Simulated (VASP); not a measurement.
Calculation: PBE GGA, VASP's PBE PAW potentials (set 64) (plane waves; VASP).

VASP ran on this input.

File POSCAR:
```
ZnS
1
    0.0000000000     2.7050000000     2.7050000000
    2.7050000000     0.0000000000     2.7050000000
    2.7050000000     2.7050000000     0.0000000000
Zn S
1 1
Direct
  0.0000000000   0.0000000000   0.0000000000
  0.2500000000   0.2500000000   0.2500000000
```

**INCAR**
```
! general
SYSTEM    =  ZnS
PREC      =  Accurate
ENCUT     =  400   ! plane-wave cut-off (eV)
LREAL     =  .FALSE.   ! projection in real space or not
LASPH     =  .TRUE.
KSPACING  =  0.5
KGAMMA    =  .FALSE.

! electronic loop
EDIFF     =  1E-6
NELM      =  100   ! most electronic steps
ALGO      =  Normal
LMAXMIX   =  4

! smearing
ISMEAR    =  0   ! Gaussian
SIGMA     =  0.05

! functional
GGA       =  PE   ! PBE

! ions
ISIF      =  2   ! forces and stress, cell fixed

! output
LWAVE     =  .FALSE.
LCHARG    =  .FALSE.
```

POTCAR, in this order: Zn S (PBE.64 set). Program: vasp_std.

Output

**OSZICAR**
```
       N       E                     dE             d eps       ncg     rms          rms(c)
DAV:   1     0.838124132015E+02    0.83812E+02   -0.78769E+03   260   0.135E+03
DAV:   2    -0.214912628885E+01   -0.85962E+02   -0.81753E+02   305   0.264E+02
DAV:   3    -0.720584698644E+01   -0.50567E+01   -0.50357E+01   310   0.674E+01
DAV:   4    -0.726640510035E+01   -0.60558E-01   -0.60541E-01   300   0.775E+00
DAV:   5    -0.726738356078E+01   -0.97846E-03   -0.97845E-03   305   0.998E-01    0.703E+00
DAV:   6    -0.685200226991E+01    0.41538E+00   -0.95288E-01   366   0.368E+01    0.542E+00
DAV:   7    -0.683574347048E+01    0.16259E-01   -0.35009E-01   275   0.568E+00    0.274E+00
DAV:   8    -0.683532141262E+01    0.42206E-03   -0.57447E-03   280   0.711E-01    0.808E-01
DAV:   9    -0.683563164016E+01   -0.31023E-03   -0.11505E-03   313   0.321E-01    0.124E-01
DAV:  10    -0.683577493661E+01   -0.14330E-03   -0.13857E-04   290   0.124E-01    0.541E-02
DAV:  11    -0.683580043143E+01   -0.25495E-04   -0.35704E-05   285   0.714E-02    0.804E-03
DAV:  12    -0.683580143484E+01   -0.10034E-05   -0.29558E-06   297   0.165E-02    0.327E-03
DAV:  13    -0.683580127393E+01    0.16091E-06   -0.27643E-07   170   0.117E-02
   1 F= -.68358013E+01 E0= -.68358013E+01  d E =-.288321E-17
```

File OUTCAR:
```
------------------------ aborting loop because EDIFF is reached ----------------------------------------
  FORCE on cell =-STRESS in cart. coord.  units (eV):
  Direction    XX          YY          ZZ          XY          YZ          ZX
  --------------------------------------------------------------------------------------
  Total        0.3281390      0.3281390      0.3281390     -0.0000000      0.0000000      0.0000000
  in kB       13.2811782     13.2811782     13.2811782     -0.0000000      0.0000000      0.0000000
  external PRESSURE =      13.2811782 kB  Pullay stress =       0.0000000 kB
  volume of cell :       39.59
      direct lattice vectors                 reciprocal lattice vectors
     0.000000000  2.705000000  2.705000000    -0.184842884  0.184842884  0.184842884
     2.705000000  0.000000000  2.705000000     0.184842884 -0.184842884  0.184842884
     2.705000000  2.705000000  0.000000000     0.184842884  0.184842884 -0.184842884
  FREE ENERGIE OF THE ION-ELECTRON SYSTEM (eV)
  ---------------------------------------------------
  free  energy   TOTEN  =        -6.8358012739 eV

  energy  without entropy=       -6.8358012739  energy(sigma->0) =       -6.83580127
```
(Selected blocks of OUTCAR.)

OUTCAR:
```
 val. band max:        2.0843571501   @ k =   0.0000   0.0000   0.0000

 cond. band min:       4.1796877490   @ k =   0.0000   0.0000   0.0000


 Fermi energy:         2.3719758477

 k-point     1 :       0.0000    0.0000    0.0000
  band No.  band energies     occupation
      1     -11.0336      2.00000
      2      -4.2453      2.00000
      3      -4.2453      2.00000
      4      -4.2453      2.00000
      5      -3.7514      2.00000
      6      -3.7514      2.00000
      7       2.0844      2.00000
      8       2.0844      2.00000
      9       2.0844      2.00000
     10       4.1797      0.00000
     11       8.4767      0.00000
     12       8.4767      0.00000
     13       8.4767      0.00000

 k-point     2 :       0.2000    0.0000    0.0000
  band No.  band energies     occupation
      1     -10.7510      2.00000
      2      -4.2269      2.00000
      3      -4.1976      2.00000
      4      -4.1976      2.00000
      5      -3.7526      2.00000
      6      -3.7526      2.00000
      7      -0.0599      2.00000
      8       1.7527      2.00000
      9       1.7527      2.00000
     10       5.4449      0.00000
     11       8.6171      0.00000
     12       8.9857      0.00000
     13       8.9857      0.00000

 k-point     3 :       0.4000    0.0000    0.0000
  band No.  band energies     occupation
      1     -10.2159      2.00000
      2      -4.1382      2.00000
      3      -4.1382      2.00000
      4      -3.9003      2.00000
      5      -3.7294      2.00000
      6      -3.7294      2.00000
      7      -2.5150      2.00000
      8       1.2944      2.00000
      9       1.2944      2.00000
     10       5.4359      0.00000
     11       9.0638      0.00000
     12       9.0638      0.00000
     13      10.5519      0.00000

 k-point     4 :       0.2000    0.2000    0.0000
  band No.  band energies     occupation
      1     -10.6565      2.00000
      2      -4.2839      2.00000
      3      -4.1488      2.00000
...
```

The compound is ZnS in the zinc blende structure. The cell was not relaxed at this level. The run is one of a series of settings (KGAMMA = .FALSE., KSPACING = 0.5, KPOINTS file removed against the base run), some of them coarse on purpose.
